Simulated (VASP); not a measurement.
Given:

```
AlFe
1.0
    2.93997     0.00000     0.00000
    0.00000     2.93997     0.00000
    0.00000     0.00000     2.93997
Al Fe
1 1
Direct
  0.50000   0.50000   0.50000
  0.00000   0.00000   0.00000
```

Computed with PBEsol GGA, VASP's PBE PAW potentials (set 64) (plane waves; VASP). Numerical set-up: 300 eV cut-off, 15×15×15 Γ-centred mesh, Fermi-Dirac smearing of 0.050 eV, potentials Al Fe.

At this cut-off the stress carries a Pulay error, which pulls relaxed volumes low.

What does the run give for the energy per atom (σ→0), pressure, band gap (on the k-mesh) with the smallest direct gap where there is one?

The band gap (on the k-mesh) is none (metal, semimetal or under 0.01 eV). The energy per atom (σ→0) is -6786 meV/atom and the pressure is -15.94 GPa.

The structure is a typed FeAl crystal. The cell was not relaxed at this level. The run is not spin-polarised, so no magnetic state was tried. The electron count is odd and the run is not spin-polarised, which forces a metal.
